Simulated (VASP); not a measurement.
**SiF: relaxation of cell and atoms with PBE+dDsC**

The system is SiF.

```
Si F
1.0
     3.02860    0.00000    0.00000
     0.00000    3.02860    0.00000
     0.00000    0.00000    3.02860
Si F
1 1
Direct
  0.50000 0.50000 0.50000
  0.00000 0.00000 0.00000
```

The cell was built by a generator and needn't be a form met in nature.

```yaml
Program: VASP 6.6.1
Task: relaxation of cell and atoms
Functional: PBE
Dispersion: dDsC
Potentials_or_basis: VASP PAW PBE potentials, release 64 (Si, F)
Cutoff: 600 eV
k_mesh: 9 × 9 × 9
Occupations: fermi-dirac, width 0.05 eV
Spin: no spin polarisation
Further_INCAR_settings: ALGO = Normal; EDIFF = 1e-06; IBRION = 2; EDIFFG = -0.02; NSW = 60; ISIF = 3
```

The relaxed volume is 13.37 Å³/atom. The relaxed cell is a = 2.990 Å, b = 2.990 Å, c = 2.990 Å, α = 90.00°, β = 90.00°, γ = 90.00°, the space group after relaxing (to 0.05 Å) is Pm-3m (No. 221) and the energy gained by relaxing is -2.5 meV/atom. The ionic steps are 2. The pressure after relaxing is -0.1 GPa, the band gap on the k mesh is none (metal or under the smearing width) and the hirshfeld charges are Si +0.22; F -0.22 e. The dispersion energy per atom is -0.202 eV.

Step by step:
```
step  energy change (eV)  largest force (eV/Å)  pressure (GPa)  volume (Å³)
   1              0.0000                0.0000           -3.03        27.78
   2              0.0050                0.0000           -0.07        26.74
```

Final structure:
```xyz
2
Lattice="2.9902 0.0000 0.0000 0.0000 2.9902 0.0000 0.0000 0.0000 2.9902" Properties=species:S:1:pos:R:3 pbc="T T T"
Si    1.4951    1.4951    1.4951
F     0.0000    0.0000    0.0000
```

Levels at points of the mesh, in eV from the Fermi level:
```csv
k point,band 2,band 3,band 4,band 5,band 6,band 7,band 8,band 9
"(0.00, 0.00, 0.00)",-9.07,-5.43,-5.43,-5.43,5.37,5.37,5.37,5.75
```

It took 11 s on 1 thread of AMD EPYC 9R45 96-Core Processor (Zen 5), with other jobs on the host, peak memory 0.11 GiB.

Caveat: an odd number of electrons without spin polarisation forces a metal; a magnetic or distorted state may lie lower; pairwise dispersion overbinds metals, which lowers pressure and volume.
